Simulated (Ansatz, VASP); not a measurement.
# WC (Qusongite) in two plane-wave programs

Aim: how closely do two programs agree when they are given the same cell, functional and k mesh? The cell is taken from a series of runs on this material, whose earlier steps may have relaxed, scaled, displaced or heated it; both programs get it as it stands.

Calculated with Ansatz 0.2.0; plane waves, with VASP 6.6.1 beside it; zone-centre phonons at LDA.

### 1. The structure

The structure is hexagonal, space group P-6m2 (No. 187). The conventional cell has a = 2.873 Å, b = 2.873 Å, c = 2.805 Å, α = 90.00°, β = 90.00°, γ = 120.00°. Nearest to C lie 6 W at 2.17 Å. Nearest to W lie 6 C at 2.17 Å. Farther neighbours are not listed.

### 2. VASP: zone-centre phonons, LDA

Second derivatives magnify differences that forces hide, and they need a tight electronic threshold.

Lines of VASP's logs that name or quote its potential files are left out, and so is its time.

The input, INCAR:

```
SYSTEM = WC
PREC = Accurate
ENCUT = 600
EDIFF = 1E-08
NELM = 120
ISMEAR = 1
SIGMA = 0.2
LREAL = .FALSE.
ALGO = Normal
GGA = CA
NBANDS = 11
LASPH = .TRUE.
LORBIT = 11
LWAVE = .FALSE.
LCHARG = .FALSE.
ISIF = 2
IBRION = 8
GGA_COMPAT = .FALSE.
KPAR = 2
```

The input, POSCAR:

```
WC
1.0
    2.8734333739      0.0000000000      0.0000000000
   -1.4367166869      2.4884662979      0.0000000000
    0.0000000000      0.0000000000      2.8050854815
C W
1 1
Direct
    0.6666666667      0.3333333333      0.5000000000
    0.0000000000      0.0000000000      0.0000000000
```

The input, KPOINTS:

```
Automatic mesh
0
Gamma
18 18 16
0 0 0
```

The projector-augmented-wave data sets are C and W (LDA family, release 64).

The run is started by

```bash
mpirun -np 2 vasp_std
```

Numbers of over 12 decimals in the logs are rounded to 6 here.

Log:

```text
[banner, memory and clock lines left out]
running    2 mpi-ranks, on    1 nodes
 distrk:  each k-point on    1 cores,    2 groups
 distr:  one band on    1 cores,    1 groups

 POSCAR found type information on POSCAR C W
 POSCAR found :  2 types and       2 ions
 LDA part: xc-table for (Slater(with rela. corr.)+CA(PZ))
 , standard interpolation
 POSCAR, INCAR and KPOINTS ok, starting setup
 FFT: planning ... GRIDC
 FFT: planning ... GRID_SOFT
 FFT: planning ... GRID
 WAVECAR not read
 entering main loop
       N       E                     dE             d eps       ncg     rms          rms(c)
DAV:   1     0.237647756708E+02    0.23765E+02   -0.55161E+03  7326   0.930E+02
DAV:   2    -0.260475750874E+02   -0.49812E+02   -0.47514E+02  8556   0.203E+02
DAV:   3    -0.279652720294E+02   -0.19177E+01   -0.18996E+01  9040   0.339E+01
DAV:   4    -0.279759856206E+02   -0.10714E-01   -0.10712E-01  7925   0.292E+00
DAV:   5    -0.279760194227E+02   -0.33802E-04   -0.33801E-04  8878   0.171E-01    0.357E+01
DAV:   6    -0.249447541928E+02    0.30313E+01   -0.13760E+01  8405   0.224E+01    0.114E+01
DAV:   7    -0.248584273629E+02    0.86327E-01   -0.68235E-01  7512   0.673E+00    0.856E+00
DAV:   8    -0.248131149891E+02    0.45312E-01   -0.10258E-01  8024   0.241E+00    0.248E+00
DAV:   9    -0.248065167046E+02    0.65983E-02   -0.15579E-02  7938   0.799E-01    0.109E-01
DAV:  10    -0.248064349362E+02    0.81768E-04   -0.73152E-04  8340   0.239E-01    0.158E-01
DAV:  11    -0.248064224935E+02    0.12443E-04   -0.64323E-05  8512   0.562E-02    0.695E-03
DAV:  12    -0.248064216647E+02    0.82878E-06   -0.34514E-06  8133   0.129E-02    0.870E-03
DAV:  13    -0.248064216515E+02    0.13206E-07   -0.21087E-07  8373   0.450E-03    0.620E-04
DAV:  14    -0.248064216508E+02    0.72487E-09   -0.53045E-09  4452   0.587E-04
   1 F= -.24806422E+02 E0= -.24806334E+02  d E =-.264393E-03
 Linear response reoptimize wavefunctions to high precision
DAV:   1    -0.248064216514E+02   -0.63028E-09   -0.17138E-09  7239   0.374E-04
DAV:   2    -0.248064216514E+02   -0.18190E-11   -0.41371E-11  3843   0.582E-05
 Linear response DOF=           4
 Linear response progress:
  Degree of freedom:   1/  4
       N       E                     dE             d eps       ncg     rms          rms(c)
RMM:   1    -0.120414072212E+00   -0.12041E+00    0.22526E-02 73777   0.208E+00
RMM:   2    -0.116030932734E+00    0.43831E-02   -0.23364E-03 50494   0.441E-01    0.221E-01
RMM:   3    -0.116271264032E+00   -0.24033E-03   -0.51913E-04 47844   0.153E-01    0.116E-01
RMM:   4    -0.117087165411E+00   -0.81590E-03   -0.36428E-04 48201   0.122E-01    0.261E-02
RMM:   5    -0.117060129980E+00    0.27035E-04   -0.46933E-06 52480   0.188E-02    0.109E-03
RMM:   6    -0.117072728686E+00   -0.12599E-04   -0.19222E-07 53050   0.229E-03    0.487E-04
RMM:   7    -0.117069616042E+00    0.31126E-05    0.65358E-08 53222   0.364E-04    0.744E-05
RMM:   8    -0.117069760122E+00   -0.14408E-06   -0.40349E-09 55338   0.710E-05    0.325E-05
RMM:   9    -0.117069653340E+00    0.10678E-06    0.69584E-09 55263   0.208E-05    0.374E-06
RMM:  10    -0.117069641557E+00    0.11783E-07   -0.15708E-09 51381   0.784E-06    0.137E-06
RMM:  11    -0.117069637395E+00    0.41614E-08   -0.29956E-09 40627   0.660E-06    0.356E-07
 first order change of Fermi-energy   0.66487E-05
 force on displaced ion       1 direction 1 : -17.239   0.002   0.000
 Linear response progress:
  Degree of freedom:   2/  4
       N       E                     dE             d eps       ncg     rms          rms(c)
RMM:   1    -0.124698450389E+00   -0.12470E+00    0.33641E-02 26017   0.217E+00
RMM:   2    -0.120897112922E+00    0.38013E-02   -0.25783E-03 17886   0.471E-01    0.200E-01
RMM:   3    -0.120937324405E+00   -0.40211E-04   -0.90227E-04 16868   0.195E-01    0.959E-02
RMM:   4    -0.121857090804E+00   -0.91977E-03   -0.60019E-04 17301   0.147E-01    0.217E-02
RMM:   5    -0.121859750453E+00   -0.26596E-05   -0.11480E-05 18373   0.238E-02    0.299E-03
RMM:   6    -0.121887125011E+00   -0.27375E-04   -0.68518E-07 18239   0.509E-03    0.527E-04
RMM:   7    -0.121887004953E+00    0.12006E-06   -0.35565E-08 18899   0.658E-04    0.188E-04
RMM:   8    -0.121886189158E+00    0.81579E-06   -0.22797E-08 19026   0.868E-05    0.272E-05
RMM:   9    -0.121886107136E+00    0.82023E-07    0.44496E-09 19360   0.278E-05    0.953E-06
RMM:  10    -0.121886078388E+00    0.28748E-07   -0.23927E-09 19467   0.128E-05    0.605E-07
RMM:  11    -0.121886077440E+00    0.94744E-09   -0.21954E-09 14383   0.481E-06    0.312E-07
 first order change of Fermi-energy   0.23849E-03
 force on displaced ion       1 direction 3 :  -0.000   0.000 -16.074
 Linear response progress:
  Degree of freedom:   3/  4
       N       E                     dE             d eps       ncg     rms          rms(c)
RMM:   1    -0.110856660882E+00   -0.11086E+00   -0.84489E-02 64562   0.189E+00
RMM:   2    -0.107992256209E+00    0.28644E-02   -0.17673E-03 49613   0.329E-01    0.210E-01
RMM:   3    -0.107104696497E+00    0.88756E-03   -0.31771E-04 51864   0.111E-01    0.123E-01
RMM:   4    -0.106726071605E+00    0.37862E-03   -0.48513E-04 52021   0.135E-01    0.186E-02
RMM:   5    -0.106752054723E+00   -0.25983E-04    0.24803E-07 53946   0.147E-02    0.356E-03
RMM:   6    -0.106756906339E+00   -0.48516E-05   -0.75264E-08 53866   0.154E-03    0.114E-03
RMM:   7    -0.106757881403E+00   -0.97506E-06   -0.52189E-08 54307   0.682E-04    0.139E-04
RMM:   8    -0.106757199037E+00    0.68237E-06   -0.10571E-07 56133   0.134E-04    0.202E-05
RMM:   9    -0.106757201511E+00   -0.24733E-08    0.10602E-08 56015   0.266E-05    0.489E-06
 first order change of Fermi-energy  -0.61866E-04
 force on displaced ion       2 direction 1 : -17.237   0.002   0.000
 Linear response progress:
  Degree of freedom:   4/  4
       N       E                     dE             d eps       ncg     rms          rms(c)
RMM:   1    -0.116299291401E+00   -0.11630E+00   -0.92445E-02 23600   0.194E+00
RMM:   2    -0.112549897496E+00    0.37494E-02   -0.22207E-03 17535   0.383E-01    0.174E-01
RMM:   3    -0.111949648988E+00    0.60025E-03   -0.21707E-04 18290   0.102E-01    0.961E-02
RMM:   4    -0.111891011229E+00    0.58638E-04   -0.34690E-04 18128   0.124E-01    0.135E-02
RMM:   5    -0.111911497027E+00   -0.20486E-04   -0.28411E-06 19115   0.130E-02    0.416E-03
RMM:   6    -0.111923826726E+00   -0.12330E-04    0.39828E-08 19018   0.156E-03    0.126E-03
RMM:   7    -0.111926609616E+00   -0.27829E-05    0.21443E-09 19039   0.684E-04    0.203E-04
RMM:   8    -0.111926540146E+00    0.69471E-07   -0.90280E-09 19588   0.953E-05    0.838E-05
RMM:   9    -0.111926147671E+00    0.39247E-06   -0.25578E-10 19716   0.439E-05    0.388E-06
RMM:  10    -0.111926141058E+00    0.66133E-08   -0.23264E-10 19949   0.918E-06    0.181E-06
 first order change of Fermi-energy  -0.46723E-03
 force on displaced ion       2 direction 3 :   0.000   0.000 -16.076
 Linear response finished
```

From OUTCAR (step 2):

```text
ion  position               nearest neighbor table
   1  0.667  0.333  0.500-   2 2.17   2 2.17   2 2.17   2 2.17   2 2.17   2 2.17
   2  0.000  0.000  0.000-   1 2.17   1 2.17   1 2.17   1 2.17   1 2.17   1 2.17

  LATTYP: Found a hexagonal cell.
 ALAT       =     2.8734333739
 C/A-ratio  =     0.9762138586

 Subroutine GETGRP returns: Found 12 space group operations
 (whereof 12 operations were pure point group operations)

The static configuration has the point symmetry D_3h.

 Found    333 irreducible k-points:

   k-points           NKPTS =    333   k-points in BZ     NKDIM =    333   number of bands    NBANDS=     11

   dimension x,y,z NGX =    24 NGY =   24 NGZ =   24
   dimension x,y,z NGXF=    48 NGYF=   48 NGZF=   48

   ENCUT  =  600.0 eV  44.10 Ry    6.64 a.u.   5.74  5.74  5.60*2*pi/ulx,y,z

   NELECT =      10.0000    total number of electrons

 k-points in reciprocal lattice and weights: Automatic mesh
   0.00000000  0.00000000  0.00000000       0.000
   0.05555556  0.00000000  0.00000000       0.001
   0.11111111  0.00000000  0.00000000       0.001
   0.16666667  0.00000000  0.00000000       0.001
   0.22222222  0.00000000  0.00000000       0.001
   0.27777778  0.00000000  0.00000000       0.001
   0.33333333  0.00000000  0.00000000       0.001
   0.38888889  0.00000000  0.00000000       0.001
   0.44444444  0.00000000  0.00000000       0.001
[...]
0.33333333  0.27777778  0.50000000       0.002
   0.33333333  0.33333333  0.50000000       0.000

 average (electrostatic) potential at core
       1 -49.7932       2 -37.0527

  Total        0.6146769      0.6146769      0.6748186      0.0000000     -0.0000000      0.0000000
  in kB       49.0996623     49.0996623     53.9037057      0.0000000     -0.0000000      0.0000000
  external PRESSURE =      50.7010101 kB  Pullay stress =       0.0000000 kB

  energy-cutoff  :      600.00
  volume of cell :       20.06
      direct lattice vectors                 reciprocal lattice vectors
     2.873433374  0.000000000  0.000000000     0.348015725  0.200926973  0.000000000
    -1.436716687  2.488466298  0.000000000     0.000000000  0.401853945  0.000000000
     0.000000000  0.000000000  2.805085481     0.000000000  0.000000000  0.356495375

 POSITION                                       TOTAL-FORCE (eV/Angst)
 -----------------------------------------------------------------------------------
      1.43672      0.82949      1.40254         0.000000      0.000000      0.000000
      0.00000      0.00000      0.00000        -0.000000     -0.000000      0.000000
 -----------------------------------------------------------------------------------
    total drift:                               -0.000000      0.000000      0.000000

 Eigenvectors and eigenvalues of the dynamical matrix
 ----------------------------------------------------

   1 f  =   19.330967 THz   121.460049 2PiTHz  644.811659 cm-1    79.946421 meV
             X         Y         Z           dx          dy          dz
      1.436717  0.829489  1.402543     0.539232    0.804928    0.000000
      0.000000  0.000000  0.000000    -0.137822   -0.205731    0.000000

   2 f  =   19.330967 THz   121.460049 2PiTHz  644.811659 cm-1    79.946421 meV
             X         Y         Z           dx          dy          dz
      1.436717  0.829489  1.402543     0.804928   -0.539232   -0.000000
      0.000000  0.000000  0.000000    -0.205731    0.137822    0.000000

   3 f  =   18.666768 THz   117.286764 2PiTHz  622.656364 cm-1    77.199515 meV
             X         Y         Z           dx          dy          dz
      1.436717  0.829489  1.402543    -0.000000   -0.000000    0.968849
      0.000000  0.000000  0.000000     0.000000    0.000000   -0.247653

   4 f/i=    0.000156 THz     0.000978 2PiTHz    0.005192 cm-1     0.000644 meV
             X         Y         Z           dx          dy          dz
      1.436717  0.829489  1.402543    -0.247599    0.003887    0.000000
      0.000000  0.000000  0.000000    -0.968735    0.015209    0.000000

   5 f/i=    0.000156 THz     0.000978 2PiTHz    0.005192 cm-1     0.000644 meV
             X         Y         Z           dx          dy          dz
      1.436717  0.829489  1.402543     0.003887    0.247599    0.000000
      0.000000  0.000000  0.000000     0.015209    0.968735    0.000000

   6 f/i=    0.000305 THz     0.001913 2PiTHz    0.010157 cm-1     0.001259 meV
             X         Y         Z           dx          dy          dz
      1.436717  0.829489  1.402543    -0.000000   -0.000000    0.247653
      0.000000  0.000000  0.000000    -0.000000   -0.000000    0.968849

 ELASTIC MODULI CONTR FROM IONIC RELAXATION (kBar)
 Direction    XX          YY          ZZ          XY          YZ          ZX
 --------------------------------------------------------------------------------
 XX        -194.2225    194.2225     -0.0000     -0.0000     -0.0000     -0.0000
 YY         194.2225   -194.2225      0.0000     -0.0000      0.0000      0.0000
 ZZ          -0.0000      0.0000     -0.0000      0.0000      0.0000      0.0000
 XY          -0.0000     -0.0000      0.0000   -194.2225      0.0000      0.0000
 YZ          -0.0000      0.0000      0.0000      0.0000     -0.0000     -0.0000
 ZX          -0.0000      0.0000      0.0000      0.0000     -0.0000     -0.0000
 --------------------------------------------------------------------------------
```

(Part 1 of 2 ends here.)

[Lines on the potential files, build, host, timing and source positions are cut from VASP's logs without a mark.]

[Logs are printed without paths, hosts, clocks, repeated set-up lines and the standing remarks that a program may print on its own settings, such as how far it seeks lower states.]

[Hosts, paths, dates, database ids (printed as entryN), source tags and the programs' standing remarks are cut or masked in the printed files.]
